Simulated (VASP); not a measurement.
Set up this calculation in VASP 6.6.1, as the native input.

- Task: relaxation of cell and atoms
- Functional: PBE
- Potentials or basis: VASP PAW PBE potentials, release 64 (Al, Bi_d, O)
- Cutoff: 520 eV
- k mesh: 4 × 4 × 3
- Occupations: gaussian, width 0.15 eV
- Spin: no spin polarisation
- Further INCAR settings: PREC = Normal; ALGO = Fast; EDIFF = 0.0001; IBRION = 2; EDIFFG = -0.08; NSW = 24; ISIF = 3

The structure of Al3BiO3 lies in POSCAR:

```
Al3BiO3
1.0
    4.7340357300      0.0000000000      0.0000000000
   -2.3670178600      4.0997952000      0.0000000000
    0.0000000000      0.0000000000      5.7924996500
Al Bi O
3 1 3
Direct
    0.5000000000      0.0000000000      0.0000000000
    0.0000000000      0.5000000000      0.0000000000
    0.5000000000      0.5000000000      0.0000000000
    0.0000000000      0.0000000000      0.0000000000
    0.3333333300      0.6666666700      0.5000000000
    0.6666666700      0.3333333300      0.5000000000
    0.0000000000      0.0000000000      0.5000000000
```

The cell was built by a generator and needn't be a form met in nature.

The input as run:

INCAR

```
ALGO = Fast
EDIFF = 1E-4
EDIFFG = -0.08
ENCUT = 520
GGA = PE
IBRION = 2
ISIF = 3
ISMEAR = 0
LASPH = True
LCHARG = False
LREAL = False
LWAVE = False
NELM = 60
NSW = 24
PREC = Normal
SIGMA = 0.15
```

KPOINTS

```
k-points
0
Gamma
  4 4 3
```

Potentials or basis: VASP PAW PBE potentials, release 64 (Al, Bi_d, O).

The run is started by

```bash
$ cat potpaw_PBE.64/Al/POTCAR potpaw_PBE.64/Bi_d/POTCAR potpaw_PBE.64/O/POTCAR > POTCAR
$ mpirun -np 1 vasp_std > vasp.out
```

Results of the run:

* Relaxed volume: 15.37 Å³/atom
* Relaxed cell: a = 5.668 Å, b = 5.668 Å, c = 3.868 Å, α = 90.00°, β = 90.00°, γ = 120.00°
* Space group after relaxing (to 0.05 Å): P6/mmm (No. 191)
* Energy gained by relaxing: 2246.8 meV/atom
* Ionic steps: 9
* Pressure after relaxing: -0.1 GPa
* Band gap on the k mesh: none (metal or under the smearing width)

Caveat: the k mesh is coarse (spacing up to 0.38 Å⁻¹), so the values aren't converged; spin-orbit coupling is left out, which moves the levels of the heavy elements.

Wall time 53 s on 1 thread of Intel(R) Xeon(R) 6975P-C (Granite Rapids) (shared host), peak memory 0.18 GiB.
